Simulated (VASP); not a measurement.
Input for VASP

KPOINTS:
```
Regular mesh
0
G
  15 15 15
0 0 0
```

**INCAR**
```
SYSTEM  =  TiN
PREC  =  Accurate; ENCUT  =  620; LREAL  =  .FALSE.
LASPH  =  .TRUE.
EDIFF  =  1E-6; NELM  =  100; ALGO  =  Normal
LMAXMIX  =  4
ISMEAR  =  1; SIGMA  =  0.1
IBRION  =  2; NSW  =  40; ISIF  =  3
EDIFFG  =  -0.02; PSTRESS  =  100
LWAVE  =  .FALSE.; LCHARG  =  .FALSE.
```

File POSCAR:
```
TiN
1.0
  0.0000000000   2.0674809706   2.0674809706
  2.0674809706   0.0000000000   2.0674809706
  2.0674809706   2.0674809706   0.0000000000
Ti N
1 1
Cart
  0.0000000000   0.0000000000   0.0000000000
  2.0674809706   2.0674809706   2.0674809706
```

POTCAR, in this order: Ti_sv N (LDA.64 set). Program: vasp_std.

**Question.** Translate this LDA calculation to Quantum ESPRESSO's pw.x.

**Answer.** One equivalent input (not run):
```
&CONTROL
  calculation = 'vc-relax'
  pseudo_dir = './pseudo'
  outdir = './out'
  tprnfor = .true.
  tstress = .true.
  nstep = 40
  forc_conv_thr = 0.00078
/
&SYSTEM
  ibrav = 0
  nat = 2
  ntyp = 2
  ecutwfc = 84
  occupations = 'smearing'
  smearing = 'methfessel-paxton'
  degauss = 0.00735
  input_dft = 'pz'
/
&ELECTRONS
  conv_thr = 7.3e-08
  electron_maxstep = 100
/
&IONS
/
&CELL
  press = 100
/
ATOMIC_SPECIES
  Ti 47.867 Ti.upf
  N 14.007 N.upf
CELL_PARAMETERS angstrom
     0.0000000    2.0674810    2.0674810
     2.0674810    0.0000000    2.0674810
     2.0674810    2.0674810    0.0000000
ATOMIC_POSITIONS crystal
  Ti   0.0000000  0.0000000  0.0000000
  N    0.5000000  0.5000000  0.5000000
K_POINTS automatic
  15 15 15 0 0 0
```
Limits of the translation: the potentials are each code's own (VASP's PAW set, PseudoDojo norm-conserving files in pw.x), so ENCUT and ecutwfc are chosen apart and not converted; conv_thr bounds pw.x's estimated SCF error, while EDIFF bounds the energy change between steps; forc_conv_thr acts on force components and is met together with etot_conv_thr.

The compound is TiN in the rock salt structure. It was relaxed first under an external pressure of 10 GPa.
